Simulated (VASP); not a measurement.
**BN with r2SCAN + rVV10: from relaxation to properties**

What structure does BN take at this level, and what are its properties? The steps: relaxing cell and atoms (r2SCAN + rVV10), density, ELF and potential (r2SCAN + rVV10), bands along the symmetry lines (r2SCAN + rVV10), total and projected DOS (r2SCAN + rVV10), optical spectrum (r2SCAN + rVV10) and independent-particle dielectric function (r2SCAN + rVV10). The start is a cell from a database of measured crystal structures.

Main program and level: VASP 6.6.1; r2SCAN with rVV10; plane waves and PAW (B, N).

The database entry behind the starting cell has ideal inner coordinates that were not refined, so it need not match the best structure at ambient conditions.

## Step 1: The starting structure

Before any relaxation, the start is as follows. The structure is hexagonal, space group P6_3mc (No. 186). The conventional cell has a = 2.536 Å, b = 2.536 Å, c = 4.199 Å, α = 90.00°, β = 90.00°, γ = 120.00°. Nearest to B lie 4 N at 1.56 to 1.57 Å. Nearest to N lie 4 B at 1.56 to 1.57 Å. Farther neighbours and most contacts between anions are not listed.

As a file:

```xyz
4
Lattice="2.5360 0.0000 0.0000 -1.2680 2.1962 0.0000 0.0000 0.0000 4.1990" Properties=species:S:1:pos:R:3 pbc="T T T"
B     1.2680    0.7321    0.0000
B     0.0000    1.4642    2.0995
N     1.2680    0.7321    1.5746
N     0.0000    1.4642    3.6741
```

## Step 2: Relaxing cell and atoms (r2SCAN + rVV10)

The start need not lie at this functional's minimum. ISIF = 3 frees volume, shape and positions, and EDIFFG sets the threshold on forces and stress at which the search stops. r2SCAN adds the kinetic-energy density, costs more than a GGA and is run with LASPH. LUSE_VDW switches on a nonlocal correlation term for dispersion.

Input file INCAR:

```
SYSTEM = BN
PREC = Accurate
ENCUT = 520
EDIFF = 1E-06
NELM = 100
ISMEAR = 0
SIGMA = 0.05
LREAL = .FALSE.
ALGO = Normal
METAGGA = R2SCAN
LUSE_VDW = .TRUE.
IVDW_NL = 2
BPARAM = 11.95
CPARAM = 0.0093
LASPH = .TRUE.
NBANDS = 14
LORBIT = 11
LWAVE = .FALSE.
LCHARG = .FALSE.
KPAR = 4
IBRION = 2
NSW = 60
ISIF = 3
EDIFFG = -0.01
```

Input file POSCAR:

```
BN
1.0
    2.5360000000      0.0000000000      0.0000000000
   -1.2680000000      2.1962404240      0.0000000000
    0.0000000000      0.0000000000      4.1990000000
B N
2 2
Direct
    0.6666666667      0.3333333333      0.0000000000
    0.3333333333      0.6666666667      0.5000000000
    0.6666666667      0.3333333333      0.3750000000
    0.3333333333      0.6666666667      0.8750000000
```

Input file KPOINTS:

```
Automatic mesh
0
Gamma
10 10 5
0 0 0
```

The projector-augmented-wave data sets are B and N (PBE family, release 64).

Started as:

```console
> mpirun -np 4 vasp_std
```

Output:

```text
[banner, memory and clock lines left out]
running    4 mpi-ranks, on    1 nodes
 distrk:  each k-point on    1 cores,    4 groups
 distr:  one band on    1 cores,    1 groups

 POSCAR found type information on POSCAR B N
 POSCAR found :  2 types and       4 ions
|                                                                             |
|               ----> ADVICE to this user running VASP <----                  |
|                                                                             |
|     You have switched on vdW-DFT.                                           |
|     This routine was written and supplied by Jiri Klimes. We recommend      |
|     that you carefully read and cite the following publications:            |
|       J. Klimes, D.R. Bowler, A. Michelides                                 |
|          J. Phys.: Cond Matt. 22 022201 (2010)                              |
|       J. Klimes, D.R. Bowler, A. Michelides                                 |
|          Phys. Rev. B. 83, 195131 (2011)                                    |
|     and references therein.                                                 |
|                                                                             |

|                                                                             |
|               ----> ADVICE to this user running VASP <----                  |
|                                                                             |
|     You enforced a specific xc type in the INCAR file but a different       |
|     [... a line on the potential file left out ...]
|     I HOPE YOU KNOW WHAT YOU ARE DOING!                                     |
|                                                                             |

 LDA part: xc-table for (None), standard interpolation
 POSCAR, INCAR and KPOINTS ok, starting setup
 FFT: planning ... GRIDC
 FFT: planning ... GRID_SOFT
 FFT: planning ... GRID
 WAVECAR not read
 entering main loop
       N       E                     dE             d eps       ncg     rms          rms(c)
Total rVV10 correction in eV:      0.1286328    16.3220079
Total rVV10 correction in eV:      0.1286328    16.3220079
Total rVV10 correction in eV:      0.1286328    16.3220079
Total rVV10 correction in eV:      0.1286328    16.3220079
DAV:   1     0.343945165813E+02    0.34395E+02   -0.87916E+03  1176   0.115E+03
DAV:   2    -0.421247267498E+02   -0.76519E+02   -0.71844E+02  1594   0.255E+02
DAV:   3    -0.445810463235E+02   -0.24563E+01   -0.24476E+01  1620   0.437E+01
DAV:   4    -0.445910447801E+02   -0.99985E-02   -0.99977E-02  1260   0.300E+00
DAV:   5    -0.445911129257E+02   -0.68146E-04   -0.68144E-04  1584   0.226E-01    0.941E+00
Total rVV10 correction in eV:      0.1562831    16.3220078
Total rVV10 correction in eV:      0.1562831    16.3220078
Total rVV10 correction in eV:      0.1562831    16.3220078
Total rVV10 correction in eV:      0.1562831    16.3220078
DAV:   6    -0.380864846854E+02    0.65046E+01   -0.24017E+00  1536   0.125E+01    0.508E+00
Total rVV10 correction in eV:      0.1778790    16.3220078
Total rVV10 correction in eV:      0.1778790    16.3220078
Total rVV10 correction in eV:      0.1778790    16.3220078
Total rVV10 correction in eV:      0.1778790    16.3220078
DAV:   7    -0.380697543438E+02    0.16730E-01   -0.54630E-01  1528   0.619E+00    0.261E+00
Total rVV10 correction in eV:      0.1966269    16.3220078
Total rVV10 correction in eV:      0.1966269    16.3220078
Total rVV10 correction in eV:      0.1966269    16.3220078
Total rVV10 correction in eV:      0.1966269    16.3220078
DAV:   8    -0.380656643769E+02    0.40900E-02   -0.52621E-02  1278   0.208E+00    0.288E-01
Total rVV10 correction in eV:      0.1976848    16.3220078
Total rVV10 correction in eV:      0.1976848    16.3220078
Total rVV10 correction in eV:      0.1976848    16.3220078
Total rVV10 correction in eV:      0.1976848    16.3220078
DAV:   9    -0.380634985254E+02    0.21659E-02   -0.54345E-03  1550   0.811E-01    0.867E-02
Total rVV10 correction in eV:      0.1977668    16.3220078
Total rVV10 correction in eV:      0.1977668    16.3220078
Total rVV10 correction in eV:      0.1977668    16.3220078
Total rVV10 correction in eV:      0.1977668    16.3220078
DAV:  10    -0.380636950417E+02   -0.19652E-03   -0.70226E-04  1320   0.229E-01    0.717E-02
Total rVV10 correction in eV:      0.1979613    16.3220078
Total rVV10 correction in eV:      0.1979613    16.3220078
Total rVV10 correction in eV:      0.1979613    16.3220078
Total rVV10 correction in eV:      0.1979613    16.3220078
DAV:  11    -0.380636582626E+02    0.36779E-04   -0.11095E-04  1434   0.935E-02    0.137E-02
Total rVV10 correction in eV:      0.1980028    16.3220078
Total rVV10 correction in eV:      0.1980028    16.3220078
Total rVV10 correction in eV:      0.1980028    16.3220078
Total rVV10 correction in eV:      0.1980028    16.3220078
DAV:  12    -0.380636599811E+02   -0.17184E-05   -0.83933E-06  1476   0.281E-02    0.413E-03
Total rVV10 correction in eV:      0.1980030    16.3220078
Total rVV10 correction in eV:      0.1980030    16.3220078
Total rVV10 correction in eV:      0.1980030    16.3220078
Total rVV10 correction in eV:      0.1980030    16.3220078
DAV:  13    -0.380636605532E+02   -0.57213E-06   -0.83932E-07   816   0.783E-03
Total rVV10 correction in eV:      0.1980036    16.3220078
Total rVV10 correction in eV:      0.1980036    16.3220078
Total rVV10 correction in eV:      0.1980036    16.3220078
Total rVV10 correction in eV:      0.1980036    16.3220078
Total rVV10 correction in eV:      0.1980021    16.3220078
Total rVV10 correction in eV:      0.1980021    16.3220078
Total rVV10 correction in eV:      0.1980021    16.3220078
Total rVV10 correction in eV:      0.1980021    16.3220078
   1 F= -.38063661E+02 E0= -.38063661E+02  d E =-.380637E+02
 curvature:   0.00 expect dE= 0.000E+00 dE for cont linesearch  0.000E+00
 trial: gam= 0.00000 g(F)=  0.567E-03 g(S)=  0.101E-01 ort = 0.000E+00 (trialstep = 0.100E+01)
 search vector abs. value=  0.107E-01
 bond charge predicted
       N       E                     dE             d eps       ncg     rms          rms(c)
Total rVV10 correction in eV:      0.1976823    16.3220078
Total rVV10 correction in eV:      0.1976823    16.3220078
Total rVV10 correction in eV:      0.1976823    16.3220078
Total rVV10 correction in eV:      0.1976823    16.3220078
DAV:   1    -0.380717356922E+02   -0.80757E-02   -0.35795E-01  1422   0.563E+00    0.717E-01
Total rVV10 correction in eV:      0.1996324    16.3220079
Total rVV10 correction in eV:      0.1996324    16.3220079
Total rVV10 correction in eV:      0.1996324    16.3220079
Total rVV10 correction in eV:      0.1996324    16.3220079
DAV:   2    -0.380633775089E+02    0.83582E-02   -0.22634E-02  1470   0.146E+00    0.255E-01
Total rVV10 correction in eV:      0.2002419    16.3220079
Total rVV10 correction in eV:      0.2002419    16.3220079
Total rVV10 correction in eV:      0.2002419    16.3220079
Total rVV10 correction in eV:      0.2002419    16.3220079
DAV:   3    -0.380629016038E+02    0.47591E-03   -0.29687E-03  1426   0.454E-01    0.812E-02
Total rVV10 correction in eV:      0.2003499    16.3220079
Total rVV10 correction in eV:      0.2003499    16.3220079
Total rVV10 correction in eV:      0.2003499    16.3220079
Total rVV10 correction in eV:      0.2003499    16.3220079
DAV:   4    -0.380628215037E+02    0.80100E-04   -0.10837E-04  1512   0.114E-01    0.299E-02
Total rVV10 correction in eV:      0.2004766    16.3220079
Total rVV10 correction in eV:      0.2004766    16.3220079
Total rVV10 correction in eV:      0.2004766    16.3220079
Total rVV10 correction in eV:      0.2004766    16.3220079
DAV:   5    -0.380628111137E+02    0.10390E-04   -0.18813E-05  1374   0.375E-02    0.773E-03
Total rVV10 correction in eV:      0.2004804    16.3220079
Total rVV10 correction in eV:      0.2004804    16.3220079
Total rVV10 correction in eV:      0.2004804    16.3220079
Total rVV10 correction in eV:      0.2004804    16.3220079
DAV:   6    -0.380628103348E+02    0.77887E-06   -0.13922E-06  1060   0.109E-02
Total rVV10 correction in eV:      0.2004657    16.3220079
Total rVV10 correction in eV:      0.2004657    16.3220079
Total rVV10 correction in eV:      0.2004657    16.3220079
Total rVV10 correction in eV:      0.2004657    16.3220079
Total rVV10 correction in eV:      0.2004741    16.3220079
Total rVV10 correction in eV:      0.2004741    16.3220079
Total rVV10 correction in eV:      0.2004741    16.3220079
Total rVV10 correction in eV:      0.2004741    16.3220079
   2 F= -.38062810E+02 E0= -.38062810E+02  d E =0.850218E-03
[...]
3 F= -.38066104E+02 E0= -.38066104E+02  d E =-.244342E-02
[...]
4 F= -.38066103E+02 E0= -.38066103E+02  d E =-.244246E-02
[...]
5 F= -.38066102E+02 E0= -.38066102E+02  d E =0.137562E-05
 trial-energy change:    0.000001  1 .order   -0.000000   -0.000029    0.000028
 step:   0.4500(harm=  0.4500)  dis= 0.00025  next Energy=   -38.066110 (dE=-0.717E-05)
 bond charge predicted
       N       E                     dE             d eps       ncg     rms          rms(c)
Total rVV10 correction in eV:      0.1992000    16.3220079
Total rVV10 correction in eV:      0.1992000    16.3220079
Total rVV10 correction in eV:      0.1992000    16.3220079
Total rVV10 correction in eV:      0.1992000    16.3220079
DAV:   1    -0.380661091225E+02   -0.72993E-05   -0.55834E-04  1218   0.203E-01    0.613E-03
Total rVV10 correction in eV:      0.1991884    16.3220079
Total rVV10 correction in eV:      0.1991884    16.3220079
Total rVV10 correction in eV:      0.1991884    16.3220079
Total rVV10 correction in eV:      0.1991884    16.3220079
DAV:   2    -0.380661097716E+02   -0.64908E-06   -0.71635E-06  1560   0.240E-02
Total rVV10 correction in eV:      0.1991789    16.3220079
Total rVV10 correction in eV:      0.1991789    16.3220079
Total rVV10 correction in eV:      0.1991789    16.3220079
Total rVV10 correction in eV:      0.1991789    16.3220079
Total rVV10 correction in eV:      0.1991838    16.3220079
Total rVV10 correction in eV:      0.1991838    16.3220079
Total rVV10 correction in eV:      0.1991838    16.3220079
Total rVV10 correction in eV:      0.1991838    16.3220079
   6 F= -.38066110E+02 E0= -.38066110E+02  d E =-.676244E-05
 curvature:  -0.23 expect dE=-0.168E-05 dE for cont linesearch -0.831E-08
 trial: gam= 0.10025 g(F)=  0.340E-06 g(S)=  0.699E-05 ort =-0.109E-05 (trialstep = 0.805E+00)
 search vector abs. value=  0.744E-05
 reached required accuracy - stopping structural energy minimisation
```

The job ended after 56 s (4 MPI ranks of Intel Xeon 6975P-C (Granite Rapids), shared host; peak memory 0.77 GiB).

The logs omit lines about the potential files and the build; timing stands in the text.

Parts of OUTCAR (step 2):

```text
ion  position               nearest neighbor table
   1  0.667  0.333  0.000-   4 1.56   4 1.56   4 1.56   3 1.57
   2  0.333  0.667  0.500-   3 1.56   3 1.56   3 1.56   4 1.57
   3  0.667  0.333  0.375-   2 1.56   2 1.56   2 1.56   1 1.57
   4  0.333  0.667  0.875-   1 1.56   1 1.56   1 1.56   2 1.57

  LATTYP: Found a hexagonal cell.
 ALAT       =     2.5360000000
 C/A-ratio  =     1.6557570978

 Subroutine GETGRP returns: Found 12 space group operations
 (whereof  6 operations were pure point group operations)

The static configuration has the point symmetry C_3v.
 The point group associated with its full space group is C_6v.

 Found     42 irreducible k-points:

   k-points           NKPTS =     42   k-points in BZ     NKDIM =     42   number of bands    NBANDS=     14

   dimension x,y,z NGX =    20 NGY =   20 NGZ =   32
   dimension x,y,z NGXF=    40 NGYF=   40 NGZF=   64

   ENCUT  =  520.0 eV  38.22 Ry    6.18 a.u.   4.72  4.72  7.81*2*pi/ulx,y,z

   NELECT =      16.0000    total number of electrons

 k-points in reciprocal lattice and weights: Automatic mesh
   0.00000000  0.00000000  0.00000000       0.002
   0.10000000  0.00000000  0.00000000       0.012
   0.20000000  0.00000000  0.00000000       0.012
   0.30000000  0.00000000  0.00000000       0.012
   0.40000000  0.00000000  0.00000000       0.012
   0.50000000  0.00000000  0.00000000       0.006
   0.10000000  0.10000000  0.00000000       0.012
   0.20000000  0.10000000  0.00000000       0.024
   0.30000000  0.10000000  0.00000000       0.024
[...]
0.40000000  0.20000000  0.40000000       0.024
   0.30000000  0.30000000  0.40000000       0.024

 average (electrostatic) potential at core
       1 -25.9536       2 -25.9536       3 -63.2558       4 -63.2558

 E-fermi :   7.7040

 k-point     1 :       0.0000    0.0000    0.0000
  band No.  band energies     occupation
    ...
      4       5.2137      2.00000
      5       5.2137      2.00000
      6       7.1481      2.00000
      7       7.4237      2.00000
      8       7.4237      2.00000
      9      16.4838      0.00000
     10      16.4838      0.00000
     11      16.7141      0.00000
     12      17.6124      0.00000
     13      18.9289      0.00000
    ...

 k-point     2 :       0.1000    0.0000    0.0000
  band No.  band energies     occupation
    ...
      4       4.1954      2.00000
      5       4.8016      2.00000
      6       6.5733      2.00000
      7       6.9267      2.00000
      8       7.1907      2.00000
      9      16.1379      0.00000
     10      16.9308      0.00000
     11      17.0559      0.00000
     12      18.3516      0.00000
     13      19.5922      0.00000
    ...

 k-point     3 :       0.2000    0.0000    0.0000
  band No.  band energies     occupation
    ...
      4       1.9259      2.00000
      5       3.9122      2.00000
      6       4.6022      2.00000
      7       6.2567      2.00000
      8       6.5866      2.00000
      9      15.5884      0.00000
     10      17.5055      0.00000
     11      17.8757      0.00000
     12      19.1502      0.00000
     13      20.3709      0.00000
    ...

  Total       -0.0149752     -0.0149752     -0.0114529      0.0000000      0.0000000     -0.0000000
  in kB       -1.0166692     -1.0166692     -0.7775372      0.0000000      0.0000000     -0.0000000
  external PRESSURE =      -0.9369586 kB  Pullay stress =       0.0000000 kB

  energy-cutoff  :      520.00
  volume of cell :       23.60
      direct lattice vectors                 reciprocal lattice vectors
     2.544456841  0.000000000  0.000000000     0.393011186  0.226905114  0.000000000
    -1.272228420  2.203564263  0.000000000     0.000000000  0.453810228  0.000000000
    -0.000000000  0.000000000  4.209036855    -0.000000000 -0.000000000  0.237584045

 POSITION                                       TOTAL-FORCE (eV/Angst)
 -----------------------------------------------------------------------------------
      1.27223      0.73452      0.00100         0.000000      0.000000     -0.001328
     -0.00000      1.46904      2.10551         0.000000     -0.000000     -0.001328
      1.27223      0.73452      1.57739        -0.000000     -0.000000      0.001328
     -0.00000      1.46904      3.68191        -0.000000     -0.000000      0.001328
 -----------------------------------------------------------------------------------
    total drift:                               -0.000000     -0.000000      0.002042

  FREE ENERGIE OF THE ION-ELECTRON SYSTEM (eV)
  ---------------------------------------------------
  free  energy   TOTEN  =       -38.0661097716 eV

  energy  without entropy=      -38.0661097716  energy(sigma->0) =      -38.06610977

 reached required accuracy - stopping structural energy minimisation

 total charge
# of ion       s       p       d       tot
------------------------------------------
    1        0.680   1.337   0.000   2.017
    2        0.680   1.337   0.000   2.017
    3        1.230   2.788   0.000   4.018
    4        1.230   2.788   0.000   4.018
--------------------------------------------------
tot          3.819   8.249   0.000  12.069

[... 3 further parts left out ...]
```

CONTCAR:

```
BN
   1.00000000000000
     2.5444568405858567    0.0000000000000000    0.0000000000000000
    -1.2722284202929284    2.2035642627831340    0.0000000000000000
    -0.0000000000000000    0.0000000000000000    4.2090368551757713
  B               N
     2     2
Direct
     0.6666666667000030    0.3333333332999970    0.0002364177755923
     0.3333333332999970    0.6666666667000030    0.5002364177755924
     0.6666666667000030    0.3333333332999970    0.3747635822244077
     0.3333333332999970    0.6666666667000030    0.8747635822244076
```

The gap is read on the k-mesh alone, so it is an upper bound where the band edges lie off the mesh. The PAW data sets were made with PBE, which is usual practice but a small mismatch for other functionals. The run keeps the 12 symmetry operations of its start, so it cannot find a distortion of lower symmetry.

Relaxation path:

```
step  energy less that of the first step (eV)  largest force (eV/Å)  pressure (GPa)  volume (Å³)
   1                                   0.0000                0.0542            3.60        23.39
   2                                   0.0009                0.0837           -4.00        23.83
   3                                  -0.0024                0.0110            0.04        23.59
   4                                  -0.0024                0.0123           -0.02        23.60
   5                                  -0.0024                0.0109           -0.11        23.60
   6                                  -0.0024                0.0013           -0.09        23.60
```

```
conventional cell, symmetrised  before  after  change
                         a (Å)   2.536  2.544  +0.3 %
                         b (Å)   2.536  2.544  +0.3 %
                         c (Å)   4.199  4.209  +0.2 %
              volume (Å³/atom)    5.85   5.90  +0.9 %
```

Final coordinates:

```xyz
4
Lattice="2.5445 0.0000 0.0000 -1.2722 2.2036 0.0000 0.0000 0.0000 4.2090" Properties=species:S:1:pos:R:3 pbc="T T T"
B     1.2722    0.7345    0.0010
B     0.0000    1.4690    2.1055
N     1.2722    0.7345    1.5774
N     0.0000    1.4690    3.6819
```

A gap read on the k-mesh alone can miss the band edges.

This step gave:

- electrons: 16
- bands: 14
- irreducible k-points: 42
- symmetry operations: 12
- free energy (TOTEN): -38.07 eV
- Fermi energy: 7.704 eV
- pressure: -0.09370 GPa
- metallic: no
- valence top at k: 0, 0, 0
- conduction bottom at k: 0.3, 0.3, 0
- least direct gap at k: 0.1, 0, 0
- SCF cycles over all ionic steps: 32
- gap on the k-mesh: 5.863 eV
- least direct gap on the k-mesh: 8.947 eV

It ends with a largest force of 0.001 eV/Å and a pressure of -0.09 GPa. The volume lies +0.9 % from that of the database's start.

(Part 1 of 5 ends here.)

[Lines on the potential files, build, host, timing and source positions are cut from VASP's logs without a mark.]

[Logs are printed without paths, hosts, clocks, repeated set-up lines and the standing remarks that a program may print on its own settings, such as how far it seeks lower states.]

[Hosts, paths, dates, database ids (printed as entryN), source tags and the programs' standing remarks are cut or masked in the printed files.]

[A measured line is paired with the nearest computed mode of its activity, which favours agreement.]
